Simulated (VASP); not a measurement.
Computed with PBEsol GGA, VASP's PBE PAW potentials (set 64) (plane waves; VASP).

VASP ran on this input.

### POSCAR
```
TaAs
1
    2.9348721607    -0.0000000000     0.0000000000
   -1.4674360803     2.5416738027     0.0000000000
   -0.0000000000     0.0000000000     9.3923914657
Ta As
2 2
Direct
  0.3333330000   0.6666670000   0.0516914224
  0.6666670000   0.3333330000   0.5516914224
  0.3333330000   0.6666670000   0.3233085776
  0.6666670000   0.3333330000   0.8233085776
```

**KPOINTS**
```
Automatic mesh
0
Gamma
11 11 3
0 0 0
```

INCAR:
```
ALGO=Normal
EDIFF=1E-6
EDIFFG=-0.02
ENCUT=400
GGA=PS
IBRION=2
ISIF=3
ISMEAR=1
LASPH=.True.
LCHARG=.False.
LMAXMIX=6
LREAL=.False.
LWAVE=.False.
NELM=100
NSW=60
PREC=Accurate
SIGMA=0.1
SYSTEM=TaAs
```

POTCAR, in this order: Ta_pv As (PBE.64 set). Program: vasp_std.

Output

OSZICAR:
```
...
       N       E                     dE             d eps       ncg     rms          rms(c)
DAV:   1    -0.349071430446E+02   -0.32279E+00   -0.24702E+01  1292   0.464E+01    0.436E+00
DAV:   2    -0.346908531190E+02    0.21629E+00   -0.14054E+00  1304   0.999E+00    0.177E+00
DAV:   3    -0.346254371474E+02    0.65416E-01   -0.18846E-01  1544   0.328E+00    0.421E-01
DAV:   4    -0.346232298024E+02    0.22073E-02   -0.14850E-02  1640   0.833E-01    0.330E-01
DAV:   5    -0.346232942365E+02   -0.64434E-04   -0.11844E-03  1600   0.211E-01    0.129E-01
DAV:   6    -0.346232632190E+02    0.31017E-04   -0.64811E-04  1508   0.195E-01    0.298E-02
DAV:   7    -0.346232645795E+02   -0.13605E-05   -0.22191E-05  1724   0.324E-02    0.120E-02
DAV:   8    -0.346232646190E+02   -0.39492E-07   -0.14442E-06   984   0.761E-03
   2 F= -.34623265E+02 E0= -.34624071E+02  d E =-.389149E-01
       N       E                     dE             d eps       ncg     rms          rms(c)
DAV:   1    -0.346725059463E+02   -0.49241E-01   -0.30322E+00  1292   0.155E+01    0.155E+00
DAV:   2    -0.346468412916E+02    0.25665E-01   -0.18239E-01  1308   0.360E+00    0.625E-01
DAV:   3    -0.346380536100E+02    0.87877E-02   -0.29353E-02  1528   0.134E+00    0.178E-01
DAV:   4    -0.346379737411E+02    0.79869E-04   -0.13071E-03  1560   0.239E-01    0.127E-01
DAV:   5    -0.346379630042E+02    0.10737E-04   -0.30067E-04  1556   0.113E-01    0.424E-02
DAV:   6    -0.346379687543E+02   -0.57501E-05   -0.69551E-05  1608   0.620E-02    0.138E-02
DAV:   7    -0.346379696903E+02   -0.93594E-06   -0.55987E-06  1564   0.151E-02
   3 F= -.34637970E+02 E0= -.34638768E+02  d E =-.536200E-01
       N       E                     dE             d eps       ncg     rms          rms(c)
DAV:   1    -0.347091458943E+02   -0.71177E-01   -0.48211E+00  1288   0.180E+01    0.174E+00
DAV:   2    -0.346585133024E+02    0.50633E-01   -0.44148E-01  1548   0.502E+00    0.674E-01
DAV:   3    -0.346494090991E+02    0.91042E-02   -0.36595E-02  1628   0.116E+00    0.336E-01
DAV:   4    -0.346470587796E+02    0.23503E-02   -0.63335E-03  1580   0.517E-01    0.135E-01
DAV:   5    -0.346470587812E+02   -0.15939E-08   -0.34281E-04  1520   0.128E-01    0.710E-02
DAV:   6    -0.346470674347E+02   -0.86535E-05   -0.26464E-05  1584   0.365E-02    0.969E-03
DAV:   7    -0.346470654907E+02    0.19440E-05   -0.48697E-06  1380   0.138E-02    0.620E-03
DAV:   8    -0.346470657234E+02   -0.23264E-06   -0.39457E-07   836   0.443E-03
   4 F= -.34647066E+02 E0= -.34645950E+02  d E =-.909603E-02
       N       E                     dE             d eps       ncg     rms          rms(c)
DAV:   1    -0.346567160382E+02   -0.96505E-02   -0.53514E-01  1292   0.610E+00    0.588E-01
DAV:   2    -0.346509846600E+02    0.57314E-02   -0.50534E-02  1548   0.169E+00    0.222E-01
DAV:   3    -0.346500221218E+02    0.96254E-03   -0.46833E-03  1588   0.403E-01    0.116E-01
DAV:   4    -0.346497714904E+02    0.25063E-03   -0.74403E-04  1620   0.170E-01    0.447E-02
DAV:   5    -0.346497663766E+02    0.51139E-05   -0.55790E-05  1652   0.512E-02    0.232E-02
DAV:   6    -0.346497652997E+02    0.10769E-05   -0.64839E-06  1508   0.152E-02    0.283E-03
DAV:   7    -0.346497652022E+02    0.97506E-07   -0.51242E-07   800   0.469E-03
   5 F= -.34649765E+02 E0= -.34649680E+02  d E =-.117955E-01
       N       E                     dE             d eps       ncg     rms          rms(c)
DAV:   1    -0.346732904614E+02   -0.23525E-01   -0.65197E-01  1288   0.626E+00    0.772E-01
DAV:   2    -0.346564775980E+02    0.16813E-01   -0.37970E-02  1516   0.122E+00    0.333E-01
DAV:   3    -0.346530145417E+02    0.34631E-02   -0.10215E-02  1604   0.677E-01    0.130E-01
DAV:   4    -0.346526745019E+02    0.34004E-03   -0.10446E-03  1564   0.205E-01    0.966E-02
DAV:   5    -0.346526710882E+02    0.34136E-05   -0.12987E-04  1404   0.671E-02    0.208E-02
DAV:   6    -0.346526611781E+02    0.99101E-05   -0.48514E-05  1588   0.452E-02    0.925E-03
DAV:   7    -0.346526610469E+02    0.13122E-06   -0.33939E-06  1172   0.130E-02
   6 F= -.34652661E+02 E0= -.34651471E+02  d E =-.289584E-02
       N       E                     dE             d eps       ncg     rms          rms(c)
DAV:   1    -0.346751946114E+02   -0.22533E-01   -0.74117E-01  1284   0.661E+00    0.804E-01
DAV:   2    -0.346566593073E+02    0.18535E-01   -0.40498E-02  1508   0.128E+00    0.344E-01
DAV:   3    -0.346528427183E+02    0.38166E-02   -0.10717E-02  1596   0.701E-01    0.132E-01
DAV:   4    -0.346525659807E+02    0.27674E-03   -0.88346E-04  1600   0.190E-01    0.103E-01
DAV:   5    -0.346525548572E+02    0.11123E-04   -0.10789E-04  1400   0.589E-02    0.180E-02
DAV:   6    -0.346525466148E+02    0.82424E-05   -0.37740E-05  1612   0.396E-02    0.811E-03
DAV:   7    -0.346525464784E+02    0.13641E-06   -0.25315E-06  1044   0.113E-02
   7 F= -.34652546E+02 E0= -.34650744E+02  d E =-.278128E-02
       N       E                     dE             d eps       ncg     rms          rms(c)
DAV:   1    -0.346594974857E+02   -0.69509E-02   -0.20807E-01  1284   0.350E+00    0.438E-01
DAV:   2    -0.346541426183E+02    0.53549E-02   -0.13036E-02  1512   0.695E-01    0.181E-01
DAV:   3    -0.346531014096E+02    0.10412E-02   -0.32727E-03  1600   0.380E-01    0.757E-02
DAV:   4    -0.346529680530E+02    0.13336E-03   -0.38747E-04  1528   0.125E-01    0.541E-02
DAV:   5    -0.346529720535E+02   -0.40005E-05   -0.48684E-05  1424   0.386E-02    0.120E-02
DAV:   6    -0.346529709231E+02    0.11304E-05   -0.11763E-05  1692   0.220E-02    0.569E-03
DAV:   7    -0.346529709043E+02    0.18863E-07   -0.60304E-07   724   0.545E-03
   8 F= -.34652971E+02 E0= -.34651393E+02  d E =-.320570E-02
       N       E                     dE             d eps       ncg     rms          rms(c)
DAV:   1    -0.346650963648E+02   -0.12125E-01   -0.41896E-01  1288   0.497E+00    0.561E-01
DAV:   2    -0.346553032157E+02    0.97931E-02   -0.39461E-02  1560   0.132E+00    0.223E-01
DAV:   3    -0.346540493349E+02    0.12539E-02   -0.40354E-03  1596   0.362E-01    0.115E-01
DAV:   4    -0.346537565764E+02    0.29276E-03   -0.85422E-04  1688   0.157E-01    0.576E-02
DAV:   5    -0.346537525177E+02    0.40588E-05   -0.74078E-05  1660   0.550E-02    0.235E-02
DAV:   6    -0.346537507591E+02    0.17586E-05   -0.10601E-05  1668   0.170E-02    0.585E-03
DAV:   7    -0.346537506406E+02    0.11846E-06   -0.86338E-07   760   0.586E-03
   9 F= -.34653751E+02 E0= -.34651883E+02  d E =-.779736E-03
       N       E                     dE             d eps       ncg     rms          rms(c)
DAV:   1    -0.346539660483E+02   -0.21529E-03   -0.73471E-03  1288   0.659E-01    0.746E-02
DAV:   2    -0.346537972524E+02    0.16880E-03   -0.69998E-04  1556   0.176E-01    0.294E-02
DAV:   3    -0.346537748663E+02    0.22386E-04   -0.76927E-05  1584   0.489E-02    0.155E-02
DAV:   4    -0.346537695235E+02    0.53428E-05   -0.16146E-05  1680   0.215E-02    0.751E-03
DAV:   5    -0.346537694058E+02    0.11768E-06   -0.12562E-06   756   0.768E-03
  10 F= -.34653769E+02 E0= -.34651910E+02  d E =-.798502E-03
       N       E                     dE             d eps       ncg     rms          rms(c)
DAV:   1    -0.346563078375E+02   -0.25383E-02   -0.20539E-01  1280   0.374E+00    0.301E-01
DAV:   2    -0.346546780008E+02    0.16298E-02   -0.11713E-02  1392   0.849E-01    0.125E-01
DAV:   3    -0.346541320112E+02    0.54599E-03   -0.18152E-03  1592   0.311E-01    0.520E-02
DAV:   4    -0.346541091529E+02    0.22858E-04   -0.83416E-05  1560   0.610E-02    0.407E-02
DAV:   5    -0.346541047260E+02    0.44269E-05   -0.16328E-05  1432   0.240E-02    0.807E-03
DAV:   6    -0.346541032916E+02    0.14344E-05   -0.35285E-06  1164   0.124E-02    0.255E-03
DAV:   7    -0.346541033162E+02   -0.24600E-07   -0.26309E-07   728   0.396E-03
  11 F= -.34654103E+02 E0= -.34652285E+02  d E =-.333910E-03
```

OUTCAR:
```
------------------------ aborting loop because EDIFF is reached ----------------------------------------
  FORCE on cell =-STRESS in cart. coord.  units (eV):
  Direction    XX          YY          ZZ          XY          YZ          ZX
  --------------------------------------------------------------------------------------
  Total        0.0145420      0.0145420      0.0439721      0.0000000      0.0000000      0.0000000
  in kB        0.3222392      0.3222391      0.9743871      0.0000000      0.0000000      0.0000000
  external PRESSURE =       0.5396218 kB  Pullay stress =       0.0000000 kB
  volume of cell :       72.30
      direct lattice vectors                 reciprocal lattice vectors
     3.000008959  0.000000000 -0.000000000     0.333332338  0.192449519 -0.000000000
    -1.500004479  2.598083921 -0.000000000    -0.000000000  0.384899037 -0.000000000
     0.000000000  0.000000000  9.276418097    -0.000000000  0.000000000  0.107800230
 POSITION                                       TOTAL-FORCE (eV/Angst)
 -----------------------------------------------------------------------------------
     -0.00000      1.73206      0.43968        -0.000000      0.000000      0.009494
      1.50001      0.86603      5.07789        -0.000000     -0.000000      0.009494
     -0.00000      1.73206      3.03898        -0.000000      0.000000     -0.009494
      1.50001      0.86603      7.67719         0.000000     -0.000000     -0.009494
 -----------------------------------------------------------------------------------
    total drift:                               -0.000680      0.000392     -0.000252
  FREE ENERGIE OF THE ION-ELECTRON SYSTEM (eV)
  ---------------------------------------------------
  free  energy   TOTEN  =       -34.6541033162 eV

  energy  without entropy=      -34.6486489922  energy(sigma->0) =      -34.65228521

 reached required accuracy - stopping structural energy minimisation
```
(Selected blocks of OUTCAR.)

### CONTCAR
```
TaAs
   1.00000000000000
     3.0000089585177374    0.0000000000013000   -0.0000000000000000
    -1.5000044792066332    2.5980839212834552   -0.0000000000000000
     0.0000000000000000    0.0000000000000000    9.2764180972906960
  Ta              As
     2     2
Direct
     0.3333330000000032    0.6666669999999968    0.0473971728573266
     0.6666669999999968    0.3333330000000032    0.5473971728573267
     0.3333330000000032    0.6666669999999968    0.3276028271426733
     0.6666669999999968    0.3333330000000032    0.8276028271426733
```

Energy and stress use the plane-wave basis of the starting cell.

The structure was generated: TaAs was put into the wurtzite type (P6_3mc), which need not be its known phase. This run relaxes it. Symmetry was kept, so distortions that lower it aren't found. The start is the result of an earlier pass.
